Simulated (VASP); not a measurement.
Energy against volume of NiO (rock salt, AFM-II order). These are vdW-DF2, VASP's PBE PAW potentials (set 64) (plane waves; VASP) values and carry that method's errors. Run with 520 eV cut-off, 9×9×9 Γ-centred mesh, Gaussian smearing of 0.050 eV, potentials Ni O.

| V (Å³/atom) | E (eV/atom) |
|---|---|
| 9.270 | -3.52445 |
| 9.566 | -3.54115 |
| 9.862 | -3.54687 |
| 10.158 | -3.54331 |

### Question
Fit these four points and predict the energy of the run at 10.454 Å³/atom.

### Answer
A cubic in V^(−2/3), the third-order Birch-Murnaghan form, passes through the four points with V0 = 9.89 Å³/atom and B0 = 165 GPa, and gives -3.5319 eV/atom there. The run gave -3.5319 eV/atom, +0.0 meV/atom from the fit; all five points give B0 = 165 GPa.

The compound is NiO in the rock salt, AFM-II order structure. It was relaxed first, which changed the volume by +8 %.
